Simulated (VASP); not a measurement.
Energy against volume of Mg (hcp). Level of theory: RPBE GGA, VASP's PBE PAW potentials (set 64) (plane waves; VASP). Numerical set-up: 520 eV cut-off, 13×13×7 Γ-centred mesh, first-order Methfessel-Paxton smearing of 0.10 eV, potentials Mg.

Shape and ions are relaxed at each volume.

| V (Å³/atom) | E (eV/atom) |
|---|---|
| 22.852 | -1.33375 |
| 23.559 | -1.33613 |
| 24.266 | -1.33397 |
| 24.973 | -1.32796 |

### Question
Fit these four points and predict the energy of the run at 22.146 Å³/atom.

### Answer
A cubic in V^(−2/3), the third-order Birch-Murnaghan form, passes through the four points with V0 = 23.56 Å³/atom and B0 = 34 GPa, and gives -1.3260 eV/atom there. The run gave -1.3260 eV/atom, -0.0 meV/atom from the fit; all five points give B0 = 34 GPa.

The compound is Mg in the hcp structure. It was relaxed first.
